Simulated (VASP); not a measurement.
Output of a VASP run:

OSZICAR:
```
       N       E                     dE             d eps       ncg     rms          rms(c)
DAV:   1     0.121428576203E+04    0.12143E+04   -0.60970E+04  5782   0.177E+03
DAV:   2    -0.359038997144E+02   -0.12502E+04   -0.12185E+04  6273   0.555E+02
DAV:   3    -0.999691664610E+02   -0.64065E+02   -0.62599E+02  7709   0.114E+02
DAV:   4    -0.101709918949E+03   -0.17408E+01   -0.17064E+01  7196   0.156E+01
DAV:   5    -0.101754806640E+03   -0.44888E-01   -0.44313E-01  7313   0.216E+00    0.543E+01
DAV:   6    -0.962037522656E+02    0.55511E+01   -0.68571E+01  7196   0.345E+01    0.221E+01
DAV:   7    -0.958748032700E+02    0.32895E+00   -0.39637E+01  7150   0.261E+01    0.146E+01
DAV:   8    -0.939972891564E+02    0.18775E+01   -0.14927E+01  7184   0.151E+01    0.655E+00
DAV:   9    -0.937677177232E+02    0.22957E+00   -0.12100E+00  7504   0.531E+00    0.134E+00
DAV:  10    -0.937659095052E+02    0.18082E-02   -0.12454E-01  7230   0.138E+00    0.591E-01
DAV:  11    -0.937651184895E+02    0.79102E-03   -0.10489E-02  6929   0.519E-01    0.189E-01
DAV:  12    -0.937649876387E+02    0.13085E-03   -0.92181E-04  7948   0.159E-01    0.717E-02
DAV:  13    -0.937649909434E+02   -0.33047E-05   -0.19401E-04  7249   0.516E-02    0.185E-02
DAV:  14    -0.937649867118E+02    0.42316E-05   -0.26588E-05  7124   0.296E-02    0.679E-03
DAV:  15    -0.937649853991E+02    0.13127E-05   -0.27398E-06  7276   0.846E-03    0.263E-03
DAV:  16    -0.937649857477E+02   -0.34863E-06   -0.10533E-06  6060   0.358E-03    0.134E-03
DAV:  17    -0.937649856936E+02    0.54117E-07   -0.18957E-07  4356   0.177E-03
   1 F= -.93764986E+02 E0= -.93764986E+02  d E =0.000000E+00
```

OUTCAR:
```
------------------------ aborting loop because EDIFF is reached ----------------------------------------
  FORCE on cell =-STRESS in cart. coord.  units (eV):
  Direction    XX          YY          ZZ          XY          YZ          ZX
  --------------------------------------------------------------------------------------
  Total        0.0201848      0.0201848      0.2340189     -0.0000000     -0.0000000      0.0000000
  in kB        0.3092590      0.3092590      3.5854956     -0.0000000     -0.0000000      0.0000000
  external PRESSURE =       1.4013379 kB  Pullay stress =       0.0000000 kB
  volume of cell :      104.57
      direct lattice vectors                 reciprocal lattice vectors
     6.497637528 -0.000000065  0.000000000     0.153902092  0.088855431  0.000000000
    -3.248819373  5.627119151  0.000000000     0.000000002  0.177710828  0.000000000
     0.000000000  0.000000000  2.860031134     0.000000000  0.000000000  0.349646543
 POSITION                                       TOTAL-FORCE (eV/Angst)
 -----------------------------------------------------------------------------------
      1.54889     -0.00000      0.00000        -0.016298      0.000000     -0.000000
     -0.77444      1.34138      0.00000         0.008149     -0.014115     -0.000000
      2.47437      4.28574      0.00000         0.008149      0.014115      0.000000
      3.75616     -0.00000      1.43002        -0.055259      0.000000      0.000000
     -1.87808      3.25293      1.43002         0.027629     -0.047855      0.000000
      1.37074      2.37419      1.43002         0.027629      0.047855      0.000000
      0.00000      0.00000      1.43002        -0.000000      0.000000      0.000000
     -0.00000      3.75141      0.00000        -0.000000      0.000000      0.000000
      3.24882      1.87570      0.00000        -0.000000      0.000000      0.000000
 -----------------------------------------------------------------------------------
    total drift:                               -0.000001     -0.000000      0.000000
  FREE ENERGIE OF THE ION-ELECTRON SYSTEM (eV)
  ---------------------------------------------------
  free  energy   TOTEN  =       -93.7649856936 eV

  energy  without entropy=      -93.7649856936  energy(sigma->0) =      -93.76498569

 total charge

# of ion       s       p       d       tot
------------------------------------------
    1        2.341   6.236   4.191  12.768
    2        2.341   6.236   4.191  12.768
    3        2.341   6.236   4.191  12.768
    4        2.312   6.158   4.028  12.499
    5        2.312   6.158   4.028  12.499
    6        2.312   6.158   4.028  12.499
    7        1.255   2.458   0.000   3.714
    8        1.244   2.269   0.000   3.513
    9        1.244   2.269   0.000   3.513
--------------------------------------------------
tot         17.703  44.180  24.659  86.542

 Electric field gradients after diagonalization (V/A^2)
 (convention: |V_zz| > |V_xx| > |V_yy|)
----------------------------------------------------------------------
 ion       V_xx      V_yy      V_zz     asymmetry (V_yy - V_xx)/ V_zz
----------------------------------------------------------------------
   1     -67.588   -24.483    92.072       0.468
   2     -67.588   -24.485    92.073       0.468
   3     -67.588   -24.481    92.069       0.468
   4     -80.005    -4.586    84.590       0.892
   5     -80.006    -4.586    84.592       0.892
   6     -80.002    -4.586    84.588       0.892
   7       0.920     0.915    -1.835       0.003
   8      14.372    14.369   -28.741       0.000
   9      14.372    14.369   -28.741       0.000
```
(Selected blocks of OUTCAR.)

**POSCAR**
```
Mo2N
1
    6.4976375282    -0.0000000645    -0.0000000000
   -3.2488193734     5.6271191515     0.0000000000
   -0.0000000000     0.0000000000     2.8600311340
Mo N
6 3
Direct
  0.2383771236   1.0000000000   0.0000000000
  1.0000000000   0.2383771236   0.0000000000
  0.7616228764   0.7616228764   0.0000000000
  0.5780814661   0.0000000001   0.5000000000
  1.0000000000   0.5780814660   0.5000000000
  0.4219185339   0.4219185339   0.5000000000
  0.0000000000   0.0000000000   0.5000000000
  0.3333330000   0.6666670000   0.0000000000
  0.6666670000   0.3333330000   0.0000000000
```

Q: Write an INCAR and KPOINTS that could have produced this output.

A: This is not unique; one that fits is the input of the run itself, PBEsol GGA, plane waves, VASP's PBE PAW potentials (set 64).

**KPOINTS**
```
Automatic
0
G
6 6 12
```

INCAR:
```
ALGO  =  Normal
EDIFF  =  1E-7
ENCUT  =  520
GGA  =  PS
ISIF  =  2
ISMEAR  =  -5
LASPH  =  .TRUE.
LCHARG  =  .TRUE.
LEFG  =  .TRUE.
LMAXMIX  =  4
LORBIT  =  11
LREAL  =  .FALSE.
LWAVE  =  .FALSE.
NEDOS  =  601
NELM  =  100
PREC  =  Accurate
SYSTEM  =  Mo2N
```

POTCAR, in this order: Mo_sv N (PBE.64 set). Program: vasp_std.

For a metal the tetrahedron method with Blöchl corrections gives inexact stress and forces.

The structure was generated: Mo2N was put into the Fe2P type (P-62m), which need not be its known phase. It was relaxed first. The electron count is odd and the run is not spin-polarised, which forces a metal.
